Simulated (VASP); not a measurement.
Crystal: V.

```
CELL_PARAMETERS angstrom
-1.51294 1.51294 1.51294
1.51294 -1.51294 1.51294
1.51294 1.51294 -1.51294
ATOMIC_POSITIONS crystal
V 0.00000 0.00000 0.00000
```

- Program: VASP 6.6.1
- Task: relaxation of cell and atoms
- Functional: PBE
- Potentials or basis: VASP PAW PBE potentials, release 64 (V_sv)
- Cutoff: 600 eV
- k mesh: 20 × 20 × 20
- Occupations: gaussian, width 0.1 eV
- Spin: no spin polarisation

At the start: pressure -4.8 GPa; volume 13.85 Å³/atom.

How do energy, volume and symmetry change on relaxing?

Over 3 steps the energy falls by 5.9 meV/atom and the volume is 13.47 Å³/atom (-2.7 %); space group Im-3m (No. 229, to 0.05 Å).

The path:
```
step  energy change (eV)  largest force (eV/Å)  pressure (GPa)  volume (Å³)
   1              0.0000                0.0000           -4.83        13.85
   2              0.0027                0.0000            6.45        13.03
   3             -0.0059                0.0000           -0.03        13.47
```

Final structure:
```
V
1.0
    -1.49900    1.49900    1.49900
     1.49900   -1.49900    1.49900
     1.49900    1.49900   -1.49900
V
1
Direct
  0.00000 0.00000 0.00000
```
